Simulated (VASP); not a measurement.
Input of a VASP 6.6.1 run:

File INCAR:

```
ALGO     = Normal         # electronic algorithm
EDIFF    = 1E-8           # SCF threshold, eV
ENCUT    = 500            # plane-wave cutoff, eV
GGA      = RP             # functional
ISIF     = 2              # what is computed and relaxed
ISMEAR   = -1             # smearing method
ISPIN    = 2              # spin polarisation
LASPH    = T              # aspherical terms in the spheres
LCHARG   = F              # write CHGCAR
LEFG     = T            
LMAXMIX  = 4              # l up to which the mixer works
LORBIT   = 11             # projections on sites
LREAL    = F              # projectors in reciprocal space
LWAVE    = F              # write WAVECAR
MAGMOM   = 1 0 0 0 0 0 0 0 # initial moments
NELM     = 150            # most SCF steps
PREC     = Accurate       # precision mode
SIGMA    = 0.05           # smearing width, eV
```

The input KPOINTS:

```
k-points
0
Gamma
  6 5 5
```

POSCAR

```
NaMg6Ni
1.0
    4.9554060000      0.0000000000      0.0000000000
    0.0000000000      3.1463075000      5.3850670000
    0.0000000000     -3.1463075000      5.3850670000
Ni Mg Na
1 6 1
Cartesian
   -0.0303320401     -0.0193655227      9.3274799358
    2.4475691761     -0.0052480409      1.7934211734
    2.4342341786      1.6548979652      4.3469499389
    2.5204830200     -1.6725518965      4.3973380109
   -0.0128444124     -0.0128463735      3.6160671054
    0.0121803879      1.6909829659      6.2020678250
   -0.0105550148     -1.6518900952      6.2610935444
    2.5062164061     -0.0101657195      7.1689619899
```

Potentials or basis: VASP PAW PBE potentials, release 64 (Ni, Mg, Na).

Run with:

```sh
$ cat potpaw_PBE.64/Ni/POTCAR potpaw_PBE.64/Mg/POTCAR potpaw_PBE.64/Na/POTCAR > POTCAR
$ mpirun -np 1 vasp_std > vasp.out
```

Task: Predict the pressure.

Result: 2.2 GPa.

Task: Predict the largest force.

Result: 0.317 eV/Å.

Stress tensor (GPa, compression positive):
```
 1.44  0.15 -0.04
 0.15  2.49 -0.07
-0.04 -0.07  2.72
```

Caveat: the PAW data sets were made with another functional, which shifts forces and pressure a little.
